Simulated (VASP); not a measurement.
Data:

```
Be2C
1.0
    0.00000     2.17000     2.17000
    2.17000     0.00000     2.17000
    2.17000     2.17000     0.00000
Be C
2 1
Cartesian
  1.08500   1.08500   1.08500
  3.25500   3.25500   3.25500
  0.00000   0.00000   0.00000
```

The numbers are results of PBE GGA, VASP's PBE PAW potentials (set 64) (plane waves; VASP), not measurements. Run with 520 eV cut-off, 8×8×8 Γ-centred mesh, Gaussian smearing of 0.20 eV, potentials Be C.

Problem. Predict the energy per atom (σ→0), pressure, band gap (on the k-mesh) with the smallest direct gap where there is one.

Solution. 
```yaml
band gap (on the k-mesh): 1.15 eV
smallest direct gap (on the k-mesh): 4.11 eV
energy per atom (σ→0): -5.818 eV/atom
pressure: -1.21 GPa
```

Total energies compare only between runs with the same potentials, cut-off and functional.

The compound is Be2C in the antifluorite structure. The cell was not relaxed at this level. The run is one of a series of settings (SIGMA = 0.2 against the base run), some of them coarse on purpose.
